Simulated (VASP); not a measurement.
Given:

```yaml
crystal:
  lattice:
    - [0.00000, 2.68008, 2.68008]
    - [2.68008, 0.00000, 2.68008]
    - [2.68008, 2.68008, 0.00000]
  atoms:
    - { symbol: Tm, position: [0.50000, 0.50000, 0.50000] }
    - { symbol: S, position: [0.00000, 0.00000, 0.00000] }
```

The numbers are results of PBEsol GGA, VASP's PBE PAW potentials (set 64) (plane waves; VASP), not measurements. Run with 400 eV cut-off, Gaussian smearing of 0.050 eV, potentials Tm_3 S.

The 4f electrons are frozen in the core of the lanthanide potential, so 4f levels, which can set the real gap, and their magnetism are missing.

Problem. Give the energies of bands 5 to 10 at the high-symmetry points, in eV from the Fermi level.

Solution. 
```csv
band,Γ,X,U,L,W
5,-3.47,-5.90,-6.07,-7.86,-5.90
6,-3.47,-4.29,-5.77,-5.55,-5.56
7,-3.47,-4.29,-4.96,-5.55,-5.56
8,-0.25,-2.65,-0.72,2.01,0.95
9,-0.25,2.18,3.34,3.06,0.95
10,-0.25,2.33,3.42,3.27,2.48
```

It has no gap at this level: it comes out as a metal or semimetal.

The structure comes from a computed database's TmS entry (Fm-3m); how it stands against other phases isn't given here. It was relaxed first. The electron count is odd and the run is not spin-polarised, which forces a metal.
